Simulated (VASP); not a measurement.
An input for Ansatz (written as the equivalent of a VASP run, and not itself run):

Ansatz 0.2 input:
```yaml
crystal:
  lattice:
    - [1.8850000, -3.2649160, 0.0000000]
    - [1.8850000, 3.2649160, 0.0000000]
    - [0.0000000, 0.0000000, 12.1600000]
  atoms:
    - { symbol: La, position: [0.0000000, 0.0000000, 0.5000000] }
    - { symbol: La, position: [0.0000000, 0.0000000, 0.0000000] }
    - { symbol: La, position: [0.3333330, 0.6666670, 0.2500000] }
    - { symbol: La, position: [0.6666670, 0.3333330, 0.7500000] }
kpoints:
  mp_grid: { grid: [7, 7, 2] }
hamiltonian:
  xc: pbe
  pseudopotentials: { kind: paw }
scf:
  occupations: { method: gaussian, width: 0.136 }
  max_iter: 100
output: { forces: true, stress: true, eigenvalues: true }
```

Task: Translate this input to VASP (INCAR, KPOINTS, POSCAR, choice of POTCAR).

Result: One answer among several that fit: 
### POSCAR
```
La
3.770
  0.5000000000  -0.8660254642   0.0000000000
  0.5000000000   0.8660254642   0.0000000000
  0.0000000000   0.0000000000   3.2254641910
La
4
direct
  0.0000000000   0.0000000000   0.5000000000
  0.0000000000   0.0000000000   0.0000000000
  0.3333330000   0.6666670000   0.2500000000
  0.6666670000   0.3333330000   0.7500000000
```

File KPOINTS:
```
Automatic mesh
0
Gamma
7 7 2
```

### INCAR
```
ALGO=Normal
EDIFF=1E-6
ENCUT=300
GGA=PE
ISIF=2
ISMEAR=0
LASPH=.TRUE.
LCHARG=.FALSE.
LMAXMIX=6
LREAL=.FALSE.
LWAVE=.FALSE.
NELM=100
PREC=Accurate
SIGMA=0.136
SYSTEM=La
```

POTCAR, in this order: La (PBE.64 set). Program: vasp_std.

Limits of the translation: each code has its own PAW files, so the cut-off isn't converted (ENCUT is set for VASP's; basis.ecutwfc is left out, and Ansatz then takes the one that its files recommend); Ansatz stops its SCF on the density residual and VASP on the energy change (EDIFF).

The structure is a typed La crystal. The cell was not relaxed at this level.
